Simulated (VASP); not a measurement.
Output of a VASP run:

**OSZICAR**
```
       N       E                     dE             d eps       ncg     rms          rms(c)
DAV:   1     0.396820639685E+03    0.39682E+03   -0.21432E+04  1750   0.181E+03
DAV:   2     0.125638108775E+02   -0.38426E+03   -0.37715E+03  1869   0.452E+02
DAV:   3    -0.221564584403E+02   -0.34720E+02   -0.33845E+02  2674   0.113E+02
DAV:   4    -0.231541121344E+02   -0.99765E+00   -0.99549E+00  2003   0.208E+01
DAV:   5    -0.231877500949E+02   -0.33638E-01   -0.33694E-01  2583   0.377E+00    0.215E+01
DAV:   6    -0.214726892254E+02    0.17151E+01   -0.23939E+01  2500   0.335E+01    0.145E+01
DAV:   7    -0.209034690408E+02    0.56922E+00   -0.32787E+01  2532   0.340E+01    0.101E+01
DAV:   8    -0.201515275989E+02    0.75194E+00   -0.16467E+00  2503   0.991E+00    0.458E+00
DAV:   9    -0.200441093634E+02    0.10742E+00   -0.20618E+00  2589   0.776E+00    0.221E+00
DAV:  10    -0.199935409489E+02    0.50568E-01   -0.32749E-01  2513   0.382E+00    0.326E-01
DAV:  11    -0.199961667832E+02   -0.26258E-02   -0.50431E-03  2317   0.551E-01    0.437E-01
DAV:  12    -0.199933108795E+02    0.28559E-02   -0.13098E-02  2594   0.681E-01    0.261E-02
DAV:  13    -0.199934050175E+02   -0.94138E-04   -0.19011E-04  2016   0.102E-01    0.114E-02
DAV:  14    -0.199933662114E+02    0.38806E-04   -0.18667E-05  2361   0.314E-02    0.944E-03
DAV:  15    -0.199933838163E+02   -0.17605E-04   -0.54011E-06  2431   0.197E-02    0.160E-03
DAV:  16    -0.199933874523E+02   -0.36360E-05   -0.22978E-07  1669   0.314E-03    0.467E-04
DAV:  17    -0.199933862892E+02    0.11631E-05   -0.21926E-08  1019   0.133E-03    0.193E-04
DAV:  18    -0.199933867872E+02   -0.49795E-06   -0.59731E-09   964   0.734E-04    0.947E-05
DAV:  19    -0.199933866100E+02    0.17718E-06   -0.15908E-09   938   0.368E-04    0.269E-05
DAV:  20    -0.199933865890E+02    0.20965E-07   -0.55644E-10   929   0.188E-04
   1 F= -.19993387E+02 E0= -.19993387E+02  d E =0.000000E+00
```

### OUTCAR
```
------------------------ aborting loop because EDIFF is reached ----------------------------------------
  FORCE on cell =-STRESS in cart. coord.  units (eV):
  Direction    XX          YY          ZZ          XY          YZ          ZX
  --------------------------------------------------------------------------------------
  Total       -0.0121363     -0.0121363     -0.0121363     -0.0000000     -0.0000000      0.0000000
  in kB       -0.3211354     -0.3211354     -0.3211354     -0.0000000     -0.0000000      0.0000000
  external PRESSURE =      -0.3211354 kB  Pullay stress =       0.0000000 kB
  volume of cell :       60.55
      direct lattice vectors                 reciprocal lattice vectors
     3.926773039  0.000000000  0.000000000     0.254662032  0.000000000  0.000000000
     0.000000000  3.926773039  0.000000000     0.000000000  0.254662032  0.000000000
     0.000000000  0.000000000  3.926773039     0.000000000  0.000000000  0.254662032
 POSITION                                       TOTAL-FORCE (eV/Angst)
 -----------------------------------------------------------------------------------
      0.00000      0.00000      0.00000         0.000000      0.000000      0.000000
      0.00000      1.96339      1.96339         0.000000      0.000000      0.000000
      1.96339      0.00000      1.96339         0.000000      0.000000      0.000000
      1.96339      1.96339      0.00000         0.000000      0.000000      0.000000
 -----------------------------------------------------------------------------------
    total drift:                                0.000000      0.000000     -0.000000
  FREE ENERGIE OF THE ION-ELECTRON SYSTEM (eV)
  ---------------------------------------------------
  free  energy   TOTEN  =       -19.9933865890 eV

  energy  without entropy=      -19.9933865890  energy(sigma->0) =      -19.99338659

 total charge

# of ion       s       p       d       tot
------------------------------------------
    1        2.208   6.153   1.796  10.156
    2        0.690   0.647   8.069   9.406
    3        0.690   0.647   8.069   9.406
    4        0.690   0.647   8.069   9.406
--------------------------------------------------
tot          4.276   8.094  26.002  38.372

 Electric field gradients after diagonalization (V/A^2)
 (convention: |V_zz| > |V_xx| > |V_yy|)
----------------------------------------------------------------------
 ion       V_xx      V_yy      V_zz     asymmetry (V_yy - V_xx)/ V_zz
----------------------------------------------------------------------
   1       0.000     0.000     0.000      -0.115
   2      33.291    33.291   -66.582       0.000
   3      33.291    33.291   -66.582       0.000
   4      33.291    33.291   -66.582       0.000
```
(Selected blocks of OUTCAR.)

**POSCAR**
```
Pt3Ti
1
    3.9267730392     0.0000000000     0.0000000000
    0.0000000000     3.9267730392     0.0000000000
    0.0000000000     0.0000000000     3.9267730392
Ti Pt
1 3
Direct
  0.0000000000   0.0000000000   0.0000000000
  0.0000000000   0.5000000000   0.5000000000
  0.5000000000   0.0000000000   0.5000000000
  0.5000000000   0.5000000000   0.0000000000
```

Q: Write an INCAR and KPOINTS that could have produced this output.

A: This is not unique; one that fits is the input of the run itself, optB86b-vdW, plane waves, VASP's PBE PAW potentials (set 64).

INCAR:
```
AGGAC=0.0
ALGO=Normal
EDIFF=1E-7
ENCUT=520
GGA=MK
ISIF=2
ISMEAR=-5
LASPH=.TRUE.
LCHARG=.TRUE.
LEFG=.TRUE.
LMAXMIX=6
LORBIT=11
LREAL=.FALSE.
LUSE_VDW=.TRUE.
LWAVE=.FALSE.
NEDOS=601
NELM=100
PARAM1=0.1234
PARAM2=1.0
PREC=Accurate
SYSTEM=Pt3Ti
```

**KPOINTS**
```
Automatic mesh
0
Gamma
9 9 9
0 0 0
```

POTCAR, in this order: Ti_sv Pt (PBE.64 set). Program: vasp_std.

For a metal the tetrahedron method with Blöchl corrections gives inexact stress and forces.

The compound is Pt3Ti in the L1_2 structure. It was relaxed first.
